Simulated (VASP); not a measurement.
```
HgO
1.0
    2.94095     0.00000     0.00000
    0.00000     2.94095     0.00000
    0.00000     0.00000     2.94095
Hg O
1 1
Direct
  0.00000   0.00000   0.00000
  0.50000   0.50000   0.50000
```

Calculation: PBEsol GGA, VASP's PBE PAW potentials (set 64) (plane waves; VASP 6.6.1). Run with 620 eV cut-off, 12×12×12 Γ-centred mesh, first-order Methfessel-Paxton smearing of 0.10 eV, potentials Hg O.

Unless said otherwise, spin-orbit coupling is left out, though it shifts the bands of the heavy elements here.

Q: Predict the energy per atom (σ→0), pressure, band gap (on the k-mesh) with the smallest direct gap where there is one.

A: 
The band gap (on the k-mesh) is none (metal, semimetal or under 0.01 eV). The energy per atom (σ→0) is -2.791 eV/atom and the pressure is 4.95 GPa.

Only differences to runs with the same potentials and settings are physical.

The structure was generated: HgO was put into the CsCl type type (Pm-3m), which need not be its known phase. It was relaxed first under an external pressure of 5 GPa.
